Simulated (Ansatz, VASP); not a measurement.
# Si2Sb: VASP beside Ansatz, part 2 of 2

One calculation is typed for both programs; each brings its own data sets and cutoff. How far apart do they land? The cell is invented: As first built, before any earlier steps moved the atoms (in the runner's words): it takes the YSi2 structure with some of its atoms replaced by other elements, volume scaled by an estimate. It may not be a known or stable phase. The cell is taken from a series of VASP runs on this material, whose earlier steps may have relaxed, scaled or displaced it; both programs get it as it stands.

VASP 6.6.1 and Ansatz 0.2.0.

So far. Step 2 (VASP: band structure, PBE): The run ends at a pressure of 0.64 GPa.

### Step 6. VASP: band structure, LDA

Level of this step: LDA; plane waves and PAW (Sb, Si); invented cell (VASP).

The same cell, functional (in two slightly different forms), mesh and smearing now go to VASP, with its own data sets and cutoff.

INCAR

```
SYSTEM = Si2Sb
PREC = Accurate
ENCUT = 400
EDIFF = 1E-06
NELM = 100
ISMEAR = 0
SIGMA = 0.02
LREAL = .FALSE.
ALGO = Normal
GGA = CA
LORBIT = 11
LWAVE = .FALSE.
LCHARG = .FALSE.
KPAR = 4
```

POSCAR

```
Si2Sb
1.0
    4.0565899002      0.0000000000      0.0000000000
   -2.0282949501      3.5131099905      0.0000000000
    0.0000000000      0.0000000000      4.4065027854
Sb Si
1 2
Direct
    0.0000000000      0.0000000000      0.0000000000
    0.3333333300      0.6666666700      0.5000000000
    0.6666666700      0.3333333300      0.5000000000
```

KPOINTS

```
Automatic mesh
0
Gamma
4 4 3
0 0 0
```

KPOINTS_OPT

```
Line mode
16
Line-mode
Reciprocal
  0.00000000   0.00000000   0.00000000 GAMMA
  0.50000000   0.00000000   0.00000000 M

  0.50000000   0.00000000   0.00000000 M
  0.33333333   0.33333333   0.00000000 K

  0.33333333   0.33333333   0.00000000 K
  0.00000000   0.00000000   0.00000000 GAMMA

  0.00000000   0.00000000   0.00000000 GAMMA
  0.00000000   0.00000000   0.50000000 A

  0.00000000   0.00000000   0.50000000 A
  0.50000000   0.00000000   0.50000000 L

  0.50000000   0.00000000   0.50000000 L
  0.33333333   0.33333333   0.50000000 H

  0.33333333   0.33333333   0.50000000 H
  0.00000000   0.00000000   0.50000000 A

  0.50000000   0.00000000   0.50000000 L
  0.50000000   0.00000000   0.00000000 M

  0.33333333   0.33333333   0.00000000 K
  0.33333333   0.33333333   0.50000000 H
```

Potentials, in the order of the species: Sb and Si (PBE family, release 64).

Command:

```
$ mpirun -np 4 vasp_std
```

Numbers of over 12 decimals in the logs are rounded to 6 here.

The program printed:

```text
[banner, memory and clock lines left out]
running    4 mpi-ranks, on    1 nodes
[...]
|                                                                             |
|               ----> ADVICE to this user running VASP <----                  |
|                                                                             |
|     You enforced a specific xc type in the INCAR file but a different       |
|     [... a line on the potential file left out ...]
|     I HOPE YOU KNOW WHAT YOU ARE DOING!                                     |
|                                                                             |

 LDA part: xc-table for (Slater(with rela. corr.)+CA(PZ))
 , standard interpolation
 POSCAR, INCAR and KPOINTS ok, starting setup
[...]
entering main loop
       N       E                     dE             d eps       ncg     rms          rms(c)
DAV:   1     0.271135821556E+02    0.27114E+02   -0.38501E+03   160   0.773E+02
DAV:   2    -0.134701072327E+02   -0.40584E+02   -0.38757E+02   208   0.127E+02
[...]
DAV:  11    -0.151489353145E+02    0.12587E-05   -0.34425E-06   176   0.119E-02    0.345E-03
DAV:  12    -0.151489352982E+02    0.16325E-07   -0.34193E-07   102   0.429E-03
   1 F= -.15148935E+02 E0= -.15147461E+02  d E =-.294957E-02
 Start KPOINTS_OPT (optional k-point list driver)
k-point batch [1-8\144]
       N       E                     dE             ncg
DAV:   1     0.590889219573E+03    0.93466E+02      160
DAV:   2     0.263729504937E+03   -0.32716E+03      240
DAV:   3     0.252770412343E+03   -0.10959E+02      200
DAV:   4     0.252668671043E+03   -0.10174E+00      214
DAV:   5     0.252667111223E+03   -0.15598E-02      222
DAV:   6     0.252667059544E+03   -0.51680E-04      232
DAV:   7     0.252667058312E+03   -0.12316E-05      198
DAV:   8     0.252667058272E+03   -0.39530E-07      128
[...]
k-point batch [137-144\144]
       N       E                     dE             ncg
DAV:   1     0.385446078857E+03   -0.25690E+04      160
DAV:   2     0.142712581934E+03   -0.24273E+03      224
DAV:   3     0.134551861563E+03   -0.81607E+01      190
DAV:   4     0.134317136625E+03   -0.23472E+00      278
DAV:   5     0.134315362169E+03   -0.17745E-02      212
DAV:   6     0.134315313325E+03   -0.48844E-04      244
DAV:   7     0.134315311039E+03   -0.22859E-05      228
DAV:   8     0.134315311008E+03   -0.31076E-07      190
```

Parts of OUTCAR (step 6):

```text
  Total       -0.2308852     -0.2308852     -1.8572157      0.0000000     -0.0000000      0.0000000
  in kB       -5.8906030     -5.8906033    -47.3833791      0.0000000     -0.0000000      0.0000000
  external PRESSURE =     -19.7215284 kB  Pullay stress =       0.0000000 kB

 POSITION                                       TOTAL-FORCE (eV/Angst)
 -----------------------------------------------------------------------------------
      0.00000      0.00000      0.00000        -0.000000      0.000000      0.000000
     -0.00000      2.34207      2.20325         0.000000     -0.000000      0.000000
      2.02829      1.17104      2.20325        -0.000000      0.000000     -0.000000
 -----------------------------------------------------------------------------------
    total drift:                               -0.000000     -0.000000      0.000000

  FREE ENERGIE OF THE ION-ELECTRON SYSTEM (eV)
  ---------------------------------------------------
  free  energy   TOTEN  =       -15.1489352982 eV

  energy  without entropy=      -15.1459857321  energy(sigma->0) =      -15.14746052

[... 2 parts as in an earlier step ...]

[... 1 further part left out ...]
[key lines of the parts left out:]
E-fermi :   7.9159
```

The PAW data sets were made with PBE, though LDA sets exist; this is a small mismatch.

### Step 7. Differences

What differs besides the data sets and the points named for the pairs above, as far as they apply: the two LDA forms differ slightly; Ansatz makes its cores anew for this functional, VASP keeps those of its PBE data sets; VASP's log shows a relativistic correction to its local exchange, Ansatz's none. Total energies have different zeros and are not compared.

The two programs side by side:

| quantity | Ansatz | VASP | difference |
| --- | --- | --- | --- |
| pressure (GPa) | -2.36 | -1.97 | -0.39 |

Levels from 3 eV below to 2 eV above the Fermi level differ by 12 meV r.m.s. and 28 meV at most; each VASP level is matched to the nearest of Ansatz, which flatters the figure a little.

### Step 8. VASP: band structure, PBE, spin-orbit coupling

With cell and atoms fixed, the geometry can't cause a difference; cores, projectors, grids and the points listed under the comparison can.

INCAR: that of step 6 with these lines changed.

```diff
@@ -9,3 +9,9 @@
 ALGO = Normal
-GGA = CA
+GGA = PE
+LNONCOLLINEAR = .TRUE.
+MAGMOM = 0 0 0 0 0 0 0 0 0
+NBANDS = 24
+GGA_COMPAT = .FALSE.
+LASPH = .TRUE.
+LSORBIT = .TRUE.
 LORBIT = 11
```

POSCAR is that of step 6.

KPOINTS

```
Automatic mesh
0
Gamma
5 5 4
0 0 0
```

KPOINTS_OPT is that of step 6.

Command:

```
$ mpirun -np 4 vasp_ncl
```

The program printed:

```text
[... set-up lines as in an earlier step ...]
 entering main loop
       N       E                     dE             d eps       ncg     rms          rms(c)
DAV:   1     0.293552022254E+02    0.29355E+02   -0.39734E+03   720   0.703E+02
DAV:   2    -0.115449605776E+02   -0.40900E+02   -0.38892E+02   880   0.128E+02
DAV:   3    -0.136819333845E+02   -0.21370E+01   -0.20962E+01   968   0.285E+01
DAV:   4    -0.137088530062E+02   -0.26920E-01   -0.26807E-01   872   0.364E+00
[...]
DAV:  10    -0.134335535522E+02    0.23191E-04   -0.21725E-05   880   0.319E-02    0.575E-02
DAV:  11    -0.134335509998E+02    0.25524E-05   -0.21534E-05   848   0.285E-02    0.589E-03
DAV:  12    -0.134335510216E+02   -0.21759E-07   -0.17873E-06   816   0.784E-03
   1 F= -.13433551E+02 E0= -.13433212E+02  d E =-.677159E-03  mag=    -0.0000    -0.0000    -0.0000
 Start KPOINTS_OPT (optional k-point list driver)
k-point batch [1-15\144]
       N       E                     dE             ncg
DAV:   1     0.121090538852E+04   -0.55877E+03      720
DAV:   2     0.577327177285E+03   -0.63358E+03      888
DAV:   3     0.543998924735E+03   -0.33328E+02      968
DAV:   4     0.543611603676E+03   -0.38732E+00      848
DAV:   5     0.543605718898E+03   -0.58848E-02      944
DAV:   6     0.543605619045E+03   -0.99853E-04      840
DAV:   7     0.543605616865E+03   -0.21796E-05      960
DAV:   8     0.543605616817E+03   -0.48011E-07      656
[...]
k-point batch [136-144\144]
       N       E                     dE             ncg
DAV:   1     0.272268832226E+04   -0.30070E+04      432
DAV:   2     0.240158283146E+04   -0.32111E+03      536
DAV:   3     0.238759001783E+04   -0.13993E+02      584
DAV:   4     0.238742842974E+04   -0.16159E+00      512
DAV:   5     0.238742569515E+04   -0.27346E-02      568
DAV:   6     0.238742564823E+04   -0.46916E-04      536
DAV:   7     0.238742564719E+04   -0.10388E-05      568
DAV:   8     0.238742564718E+04   -0.15711E-07      384
```

From OUTCAR (step 8):

```text
  Total       -0.0818127     -0.0818127      0.6753696      0.0000000      0.0000000      0.0000000
  in kB       -2.0872987     -2.0872988     17.2307902      0.0000000      0.0000000      0.0000000
  external PRESSURE =       4.3520643 kB  Pullay stress =       0.0000000 kB

 POSITION                                       TOTAL-FORCE (eV/Angst)
 -----------------------------------------------------------------------------------
      0.00000      0.00000      0.00000        -0.000000      0.000000     -0.000000
     -0.00000      2.34207      2.20325         0.000000      0.000000     -0.000000
      2.02829      1.17104      2.20325        -0.000000      0.000000      0.000000
 -----------------------------------------------------------------------------------
    total drift:                               -0.000000     -0.000000      0.000000

  FREE ENERGIE OF THE ION-ELECTRON SYSTEM (eV)
  ---------------------------------------------------
  free  energy   TOTEN  =       -13.4335510216 eV

  energy  without entropy=      -13.4328738622  energy(sigma->0) =      -13.43321244

 magnetization (x)
# of ion       s       p       d       tot
------------------------------------------
    1        0.000   0.000  -0.000  -0.000
    2        0.000   0.000   0.000   0.000
    3        0.000   0.000   0.000   0.000
--------------------------------------------------
tot          0.000   0.000  -0.000   0.000

 magnetization (y)
# of ion       s       p       d       tot
------------------------------------------
    1        0.000   0.000   0.000   0.000
    2        0.000   0.000   0.000   0.000
    3        0.000   0.000   0.000   0.000
--------------------------------------------------
tot          0.000   0.000   0.000   0.000

 magnetization (z)
# of ion       s       p       d       tot
------------------------------------------
    1        0.000   0.000   0.000   0.000
    2        0.000   0.000   0.000   0.000
    3        0.000   0.000   0.000   0.000
--------------------------------------------------
tot          0.000   0.000   0.000   0.000

[... 1 part as in an earlier step ...]

[... 2 further parts left out ...]
[key lines of the parts left out:]
E-fermi :   8.0434
```

The run ends at a pressure of 0.44 GPa.

### Step 9. Ansatz: band structure, PBE, spin-orbit coupling

The same cell, functional, mesh and smearing now go to Ansatz, which takes its cutoff from its data sets.

The cell is taken from a series of VASP runs on this material, whose earlier steps may have relaxed, scaled or displaced it; both programs get it as it stands.

input.yaml

```yaml
crystal:
  lattice:
    - [4.0565899002, 0.0, 0.0]
    - [-2.0282949501, 3.5131099905, 0.0]
    - [0.0, 0.0, 4.4065027854]
  atoms:
    - { symbol: Sb, position: [0.0, 0.0, 0.0] }
    - { symbol: Si, position: [0.33333333, 0.66666667, 0.5] }
    - { symbol: Si, position: [0.66666667, 0.33333333, 0.5] }
hamiltonian:
  xc: pbe
  pseudopotentials: { kind: paw_fr }
magnetization:
  noncollinear: true
  spin_orbit: true
kpoints:
  mp_grid: { grid: [5, 5, 4] }
  band_path:
    path:
      - [0.0, 0.0, 0.0]
      - [0.13333, 0.0, 0.0]
      - [0.3, 0.0, 0.0]
      - [0.46667, 0.0, 0.0]
      - [0.46667, 0.06667, 0.0]
      - [0.41111, 0.17778, 0.0]
      - [0.35556, 0.28889, 0.0]
      - [0.28889, 0.28889, 0.0]
      - [0.17778, 0.17778, 0.0]
      - [0.06667, 0.06667, 0.0]
      - [0.0, 0.0, 0.03333]
      - [0.0, 0.0, 0.2]
      - [0.0, 0.0, 0.36667]
      - [0.0, 0.0, 0.5]
      - [0.16667, 0.0, 0.5]
      - [0.3, 0.0, 0.5]
      - [0.46667, 0.0, 0.5]
      - [0.46667, 0.06667, 0.5]
      - [0.41111, 0.17778, 0.5]
      - [0.35556, 0.28889, 0.5]
      - [0.28889, 0.28889, 0.5]
      - [0.17778, 0.17778, 0.5]
      - [0.06667, 0.06667, 0.5]
      - [0.5, 0.0, 0.46667]
      - [0.5, 0.0, 0.3]
      - [0.5, 0.0, 0.13333]
      - [0.33333, 0.33333, 0.0]
      - [0.33333, 0.33333, 0.16667]
      - [0.33333, 0.33333, 0.33333]
      - [0.33333, 0.33333, 0.5]
    npoints: 1
scf:
  occupations: { method: gaussian, width: 0.02 }
  n_extra_bands: 14
output:
  forces: true
  stress: true
  eigenvalues: true
```

Command:

```
$ ansatz run input.yaml --threads 2 --pin off --max-ram 4608MiB --backend cpu --events-out ev --progress --plain --runs-dir out
```

The program printed:

```text
[...]
non-collinear run that drives no moment, with spin-orbit: no starting moment large enough to seed its density (crystal.atoms[].spin), no starting occupations that ask for one, no magnetisation constraint and no magnetic field, so the semilocal B_xc is pinned to zero
Crystal: 3 atoms, lattice volume = 62.798 Å³
[...]
k-point 1: bands = [... 19 lower, 7.2188, 8.9433, 8.9433, 9.1071, 9.1071, 9.2483, 9.2483, 12.5522, ... 10 higher]
  k-point 2: bands = [... 19 lower, 9.3897, 9.7581, 9.7581, 9.9196, 9.9196, 10.6375, 10.6375, 10.7705, ... 10 higher]
  k-point 14: bands = [... 19 lower, 4.5333, 6.3560, 6.3560, 9.9969, 9.9969, 12.5882, 12.5882, 13.6134, ... 10 higher]
[key lines of the parts left out:]
SCF converged after 7 iterations
Magnetization: |M| = 0.0000 μB,  M = (+0.0000, +0.0000, +0.0000) μB
Free energy (F): -7756.903330 eV
Fermi energy:    9.647174 eV
P = ⅓ Tr σ = 0.5703 GPa (5.703 kbar)
```

The job ended after 19 s (2 threads of Arm Neoverse V2, shared host; peak memory 0.48 GiB; 22 s of CPU time).

### Step 10. Side by side

What differs besides the data sets and the points named for the pairs above, as far as they apply: spin-orbit coupling enters by fully relativistic files in Ansatz and inside the spheres in VASP; the data sets hold 23 valence electrons in Ansatz (fully relativistic PAW (standard-fr) files) and 13 in VASP. Total energies have different zeros and are not compared.

Compared:

| quantity | Ansatz | VASP | difference |
| --- | --- | --- | --- |
| pressure (GPa) | 0.57 | 0.44 | +0.14 |

Levels from 3 eV below to 2 eV above the Fermi level differ by 4 meV r.m.s. and 17 meV at most; each VASP level is matched to the nearest of Ansatz, which flatters the figure a little. Ansatz's pressure holds a Pulay correction of 0.03 GPa; VASP's holds none.

### Step 11. Outcome

```json
{
  "r.m.s. difference of levels near the Fermi level (band structure, PBE)": "1.4 meV",
  "r.m.s. difference of levels near the Fermi level (band structure, LDA)": "12 meV",
  "r.m.s. difference of levels near the Fermi level (band structure, PBE, spin-orbit coupling)": "4.0 meV"
}
```

What this shows: The r.m.s. difference of levels near the Fermi level is 12 meV (band structure, LDA), within the 80 meV picked in this series as the mark of a large difference. 4 further runs of this series are not shown here. Such differences can come from data sets, numerical settings and the points named under the comparisons, not from the functional's error against experiment.

[Lines on the potential files, build, host, timing and source positions are cut from VASP's logs without a mark.]

[Logs are printed without paths, hosts, clocks, repeated set-up lines and the standing remarks that a program may print on its own settings, such as how far it seeks lower states.]

[Hosts, paths, dates, database ids (printed as entryN), source tags and the programs' standing remarks are cut or masked in the printed files.]

[VASP's PBE data sets in a run with another functional are called a small mismatch above; for pressures it isn't always small: they can move by 1 GPa and more.]
